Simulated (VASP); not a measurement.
Output of a VASP run:

**OSZICAR**
```
       N       E                     dE             d eps       ncg     rms          rms(c)
DAV:   1     0.362038546004E+03    0.36204E+03   -0.25470E+04   960   0.192E+03
DAV:   2    -0.312402319450E+02   -0.39328E+03   -0.38727E+03  1216   0.432E+02
DAV:   3    -0.521493989791E+02   -0.20909E+02   -0.20887E+02  1616   0.975E+01
DAV:   4    -0.525500778623E+02   -0.40068E+00   -0.40061E+00  1296   0.115E+01
DAV:   5    -0.525596673775E+02   -0.95895E-02   -0.95892E-02  1416   0.125E+00    0.395E+01
DAV:   6    -0.454816111738E+02    0.70781E+01   -0.43001E+01  1176   0.459E+01    0.185E+01
DAV:   7    -0.454174745784E+02    0.64137E-01   -0.29265E+00  1360   0.107E+01    0.104E+01
DAV:   8    -0.453738722295E+02    0.43602E-01   -0.21279E-01  1248   0.389E+00    0.643E-01
DAV:   9    -0.453705282737E+02    0.33440E-02   -0.50292E-02  1352   0.128E+00    0.398E-01
DAV:  10    -0.453704893175E+02    0.38956E-04   -0.10471E-02  1368   0.930E-01    0.198E-01
DAV:  11    -0.453702872734E+02    0.20204E-03   -0.15009E-03  1248   0.352E-01    0.272E-02
DAV:  12    -0.453702835906E+02    0.36828E-05   -0.66081E-05  1312   0.613E-02    0.168E-02
DAV:  13    -0.453702837657E+02   -0.17506E-06   -0.31227E-06  1144   0.126E-02
   1 F= -.37195627E+02 E0= -.37195627E+02  d E =-.371956E+02
```

File OUTCAR:
```
------------------------ aborting loop because EDIFF is reached ----------------------------------------
  FORCE on cell =-STRESS in cart. coord.  units (eV):
  Direction    XX          YY          ZZ          XY          YZ          ZX
  --------------------------------------------------------------------------------------
  Total        8.1694813      8.1694813      8.1694813     -0.0000000     -0.0000000     -0.0000000
  in kB      199.8733869    199.8733869    199.8733869     -0.0000000     -0.0000000     -0.0000000
  external PRESSURE =      -0.1266131 kB  Pullay stress =     200.0000000 kB
  volume of cell :       65.49
      direct lattice vectors                 reciprocal lattice vectors
     4.030726813  0.000000000  0.000000000     0.248094214  0.000000000  0.000000000
     0.000000000  4.030726813  0.000000000     0.000000000  0.248094214  0.000000000
     0.000000000  0.000000000  4.030726813     0.000000000  0.000000000  0.248094214
 POSITION                                       TOTAL-FORCE (eV/Angst)
 -----------------------------------------------------------------------------------
      0.00000      0.00000      0.00000         0.000000      0.000000      0.000000
      2.01536      2.01536      2.01536         0.000000      0.000000      0.000000
      2.01536      0.00000      2.01536         0.000000      0.000000      0.000000
      0.00000      2.01536      2.01536         0.000000      0.000000      0.000000
      2.01536      2.01536      0.00000         0.000000      0.000000      0.000000
 -----------------------------------------------------------------------------------
    total drift:                                0.000000      0.000000      0.000000
  FREE ENERGIE OF THE ION-ELECTRON SYSTEM (eV)
  ---------------------------------------------------
  free  energy   TOTEN  =       -45.3702837657 eV

  energy  without entropy=      -45.3702837657  energy(sigma->0) =      -45.37028377
  enthalpy is  TOTEN    =       -37.1956273812 eV   P V=        8.1746563844

 reached required accuracy - stopping structural energy minimisation
```
(Selected blocks of OUTCAR.)

POSCAR:
```
BaZrO3
1
    4.0307268134     0.0000000000    -0.0000000000
    0.0000000000     4.0307268134    -0.0000000000
    0.0000000000     0.0000000000     4.0307268134
Ba Zr O
1 1 3
Direct
  0.0000000000   0.0000000000   0.0000000000
  0.5000000000   0.5000000000   0.5000000000
  0.5000000000   0.0000000000   0.5000000000
  0.0000000000   0.5000000000   0.5000000000
  0.5000000000   0.5000000000   0.0000000000
```

**Question.** Reconstruct the remaining input files.

**Answer.** Several could match; the one computed here: the input of the run itself, LDA (Ceperley-Alder, Perdew-Zunger), plane waves, VASP's LDA PAW potentials (set 64).

INCAR:
```
! general
SYSTEM  = BaZrO3
PREC    = Accurate
ENCUT   = 620
LREAL   = .FALSE.
LASPH   = .TRUE.

! electronic loop
EDIFF   = 1E-6
NELM    = 100
ALGO    = Normal
LMAXMIX = 4

! smearing
ISMEAR  = 0
SIGMA   = 0.05

! ions
IBRION  = 2
NSW     = 40
ISIF    = 3
EDIFFG  = -0.02
PSTRESS = 200

! output
LWAVE   = .FALSE.
LCHARG  = .FALSE.
```

### KPOINTS
```
Automatic mesh
0
gamma
6 6 6
0 0 0
```

POTCAR, in this order: Ba_sv Zr_sv O (LDA.64 set). Program: vasp_std.

The compound is BaZrO3 in the cubic perovskite structure. It was relaxed first under an external pressure of 20 GPa.
